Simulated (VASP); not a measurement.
Level of theory: PBEsol GGA, VASP's PBE PAW potentials (set 64) (plane waves; VASP).

VASP ran on this input.

**INCAR**
```
SYSTEM = HfB2
LWAVE = .False.
LREAL = .False.
ISMEAR = -1   # Fermi-Dirac
ENCUT = 400   # plane-wave cut-off (eV)
LASPH = .True.   # aspherical one-centre terms
NELM = 100
GGA = PS   # PBEsol
ALGO = Normal   # blocked Davidson
ISIF = 2   # forces and stress, cell fixed
EDIFF = 1E-6   # SCF stop (eV)
LCHARG = .False.
LMAXMIX = 6   # l cut-off of mixed one-centre charges
SIGMA = 0.1   # width (eV)
PREC = Accurate
```

File POSCAR:
```
HfB2
7.025220
  0.4501999937   0.0000000000   0.0000000000
 -0.2250999969   0.3898845872   0.0000000000
  0.0000000000   0.0000000000   0.5000000000
Hf B
1 2
direct
  0.0000000000   0.0000000000   0.0000000000
  0.3333330000   0.6666670000   0.5000000000
  0.6666670000   0.3333330000   0.5000000000
```

File KPOINTS:
```
Automatic mesh
0
Gamma
8 8 6
0 0 0
```

POTCAR, in this order: Hf_pv B (PBE.64 set). Program: vasp_std.

The run wrote:

**OSZICAR**
```
       N       E                     dE             d eps       ncg     rms          rms(c)
DAV:   1     0.160885828215E+02    0.16089E+02   -0.72201E+03   960   0.103E+03
DAV:   2    -0.287051089015E+02   -0.44794E+02   -0.41936E+02  1168   0.203E+02
DAV:   3    -0.300194295059E+02   -0.13143E+01   -0.13012E+01  1264   0.274E+01
DAV:   4    -0.300286382310E+02   -0.92087E-02   -0.92033E-02  1156   0.260E+00
DAV:   5    -0.300287505233E+02   -0.11229E-03   -0.11225E-03  1248   0.221E-01    0.513E+01
DAV:   6    -0.279343396627E+02    0.20944E+01   -0.49059E+00  1148   0.142E+01    0.375E+01
DAV:   7    -0.278865428520E+02    0.47797E-01   -0.14032E+00  1196   0.815E+00    0.111E+01
DAV:   8    -0.278293645455E+02    0.57178E-01   -0.39031E-01  1136   0.426E+00    0.155E+00
DAV:   9    -0.278257399959E+02    0.36245E-02   -0.28115E-02  1132   0.127E+00    0.308E-01
DAV:  10    -0.278256288122E+02    0.11118E-03   -0.98683E-04  1164   0.251E-01    0.299E-01
DAV:  11    -0.278256323464E+02   -0.35341E-05   -0.86542E-05  1148   0.727E-02    0.133E-01
DAV:  12    -0.278256289439E+02    0.34024E-05   -0.11944E-05  1172   0.276E-02    0.325E-02
DAV:  13    -0.278256290339E+02   -0.89957E-07   -0.42309E-07   648   0.613E-03
   1 F= -.27825629E+02 E0= -.27820861E+02  d E =-.953640E-02
```

OUTCAR:
```
------------------------ aborting loop because EDIFF is reached ----------------------------------------
  FORCE on cell =-STRESS in cart. coord.  units (eV):
  Direction    XX          YY          ZZ          XY          YZ          ZX
  --------------------------------------------------------------------------------------
  Total       -1.8130929     -1.8130925     -2.1003144      0.0000000      0.0000000      0.0000000
  in kB      -95.4639259    -95.4639043   -110.5868640      0.0000000      0.0000000      0.0000000
  external PRESSURE =    -100.5048980 kB  Pullay stress =       0.0000000 kB
  volume of cell :       30.43
      direct lattice vectors                 reciprocal lattice vectors
     3.162754000  0.000000000  0.000000000     0.316180139  0.182546709  0.000000000
    -1.581377000  2.739025000  0.000000000     0.000000000  0.365093418  0.000000000
     0.000000000  0.000000000  3.512610000     0.000000000  0.000000000  0.284688593
 POSITION                                       TOTAL-FORCE (eV/Angst)
 -----------------------------------------------------------------------------------
      0.00000      0.00000      0.00000         0.000000     -0.000000     -0.000000
     -0.00000      1.82602      1.75631        -0.000000      0.000000     -0.000000
      1.58138      0.91301      1.75631         0.000000     -0.000000      0.000000
 -----------------------------------------------------------------------------------
    total drift:                                0.000000      0.000000      0.000000
  FREE ENERGIE OF THE ION-ELECTRON SYSTEM (eV)
  ---------------------------------------------------
  free  energy   TOTEN  =       -27.8256290339 eV

  energy  without entropy=      -27.8160926290  energy(sigma->0) =      -27.82086083
```
(Selected blocks of OUTCAR.)

At this cut-off the stress carries a Pulay error, which pulls relaxed volumes low.

The structure comes from a computed database's HfB2 entry; how it stands against other phases isn't given here. The cell was not relaxed at this level.
